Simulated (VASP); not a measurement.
Given:

```yaml
crystal:
  lattice:
    - [0.00000, 3.48179, 3.48179]
    - [3.48179, 0.00000, 3.48179]
    - [3.48179, 3.48179, 0.00000]
  atoms:
    - { symbol: Sr, position: [0.00000, 0.00000, 0.00000] }
    - { symbol: Cl, position: [0.25000, 0.25000, 0.25000] }
    - { symbol: Cl, position: [0.75000, 0.75000, 0.75000] }
```

Level of theory: PBE GGA with D3 dispersion (Becke-Johnson damping), VASP's PBE PAW potentials (set 64) (plane waves; VASP). Settings: 520 eV cut-off, Gaussian smearing of 0.050 eV, potentials Sr_sv Cl.

Problem. Give the energies of bands 7 to 15 at the high-symmetry points, in eV from the valence-band maximum.

Solution. 
```csv
band,Γ,X,U,L,W
7,-2.15,-2.78,-2.57,-1.58,-2.48
8,-2.15,-1.89,-1.93,-1.58,-2.25
9,-2.15,-1.89,-1.73,-1.51,-1.22
10,-0.34,-0.41,-0.72,-1.33,-1.22
11,-0.34,-0.41,-0.54,-1.05,-0.32
12,-0.34,0.00,-0.11,-1.05,-0.10
13,5.36,5.50,5.95,6.72,6.23
14,6.09,7.05,7.14,6.72,7.01
15,6.09,7.62,7.33,7.53,7.24
```

The gap is indirect, 5.36 eV, from the valence maximum at X to the conduction minimum at Γ.

Measured: gap 7.50 eV (computed value off by -2.14 eV), as given by Andrés Aguado et al., Journal of the Physical Society of Japan (1999), arXiv:cond-mat/9901145.

The compound is SrCl2 in the fluorite structure. It was relaxed first.
